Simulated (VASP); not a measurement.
These are LDA (Ceperley-Alder, Perdew-Zunger), VASP's LDA PAW potentials (set 64) (plane waves; VASP 6.6.1) values and carry that method's errors.

Input for VASP

File POSCAR:
```
MnO2
8.6665750
  0.4999999816   0.0000000000   0.0000000000
  0.0000000000   0.4999999816   0.0000000000
  0.0000000000   0.0000000000   0.3211785551
Mn O
2 4
Cartesian
  0.0000000000   0.0000000000   0.0000000000
  0.2499999908   0.2499999908   0.1605892775
  0.1508911761   0.1508911761   0.0000000000
  0.4008911669   0.0991088147   0.1605892775
  0.0991088147   0.4008911669   0.1605892775
  0.3491088055   0.3491088055   0.0000000000
```

File KPOINTS:
```
Automatic mesh
0
Gamma
8 8 12
0 0 0
```

### INCAR
```
SYSTEM = MnO2
PREC = Accurate; ENCUT = 520; LREAL = .FALSE.
LASPH = .TRUE.
EDIFF = 1E-7; NELM = 100; ALGO = Normal
LMAXMIX = 4
ISMEAR = -5
MAGMOM = 2.1 -2.1 -0.0 2*0.0 -0.0
ISPIN = 2
ISIF = 2
LWAVE = .FALSE.; LCHARG = .TRUE.; LORBIT = 11
NEDOS = 601
LEFG = .TRUE.
```

POTCAR, in this order: Mn_pv O (LDA.64 set). Program: vasp_std.

Q: What does the run give for the energy per atom (σ→0), cell moment, band gap (on the k-mesh)?

A: 
```
Property                                                     Value
------------------------  ----------------------------------------
energy per atom (σ→0)                               -8.878 eV/atom
cell moment                                                0.00 μB
band gap (on the k-mesh)  none (metal, semimetal or under 0.01 eV)
```

OSZICAR:
```
...
DAV:  11    -0.532667079471E+02    0.47162E-02   -0.19601E-02 14834   0.189E+00    0.653E-01
DAV:  12    -0.532650998950E+02    0.16081E-02   -0.98857E-03 15966   0.144E+00    0.218E-01
DAV:  13    -0.532652002040E+02   -0.10031E-03   -0.84569E-04 13026   0.221E-01    0.609E-02
DAV:  14    -0.532651796577E+02    0.20546E-04   -0.75414E-05 14716   0.595E-02    0.331E-02
DAV:  15    -0.532651645319E+02    0.15126E-04   -0.23751E-05 14474   0.636E-02    0.115E-02
DAV:  16    -0.532651650498E+02   -0.51788E-06   -0.25782E-06 14316   0.185E-02    0.345E-03
DAV:  17    -0.532651651216E+02   -0.71852E-07   -0.16202E-07 10304   0.560E-03
   1 F= -.53265165E+02 E0= -.53265165E+02  d E =0.000000E+00  mag=    -0.0000
```

The compound is MnO2 in the rutile structure. It was relaxed first, which changed the volume by -6 %.
